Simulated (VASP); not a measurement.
```xyz
14
Lattice="0.0000 4.6110 4.6110 4.6110 0.0000 4.6110 4.6110 4.6110 0.0000" Properties=species:S:1:pos:R:3 pbc="T T T"
Cd     2.3055     2.3055     2.3055
Cd     0.0000     0.0000     0.0000
In     5.7638     3.4583     3.4583
In     3.4583     3.4583     5.7638
In     3.4583     5.7638     3.4583
In     5.7638     5.7638     5.7638
O      7.9471     7.9471     7.9471
O      3.5805     5.6416     5.6416
O      5.8860     5.8860     7.9471
O      5.6416     3.5805     5.6416
O      7.9471     5.8860     5.8860
O      3.5805     3.5805     3.5805
O      5.8860     7.9471     5.8860
O      5.6416     5.6416     3.5805
```

The numbers are results of PBE GGA, VASP's PBE PAW potentials (set 64) (plane waves; VASP), not measurements. Settings: LREAL = Auto, 400 eV cut-off, 6×6×6 Γ-centred mesh, Gaussian smearing of 0.010 eV, potentials Cd In_d O.

At this cut-off the stress carries a Pulay error, which pulls relaxed volumes low.

Problem. Which forces act on the atoms, in eV/Å?

Solution. 
```
atom      Fx      Fy      Fz
----  ------  ------  ------
Cd1    0.000   0.000   0.000
Cd2    0.000   0.000   0.000
In3    0.000   0.000   0.000
In4    0.000   0.000   0.000
In5    0.000   0.000   0.000
In6    0.000   0.000   0.000
O7     0.091   0.091   0.091
O8    -0.091   0.091   0.091
O9    -0.091  -0.091   0.091
O10    0.091  -0.091   0.091
O11    0.091  -0.091  -0.091
O12   -0.091  -0.091  -0.091
O13   -0.091   0.091  -0.091
O14    0.091   0.091  -0.091
```

Problem. Give the stress tensor in GPa (positive for a compressed cell).

Solution. 
```
0.81  0.00  0.00
0.00  0.81  0.00
0.00  0.00  0.81
```
The pressure is its mean diagonal, 0.81 GPa.

The structure comes from a computed database's CdIn2O4 entry; how it stands against other phases isn't given here. The cell was not relaxed at this level.
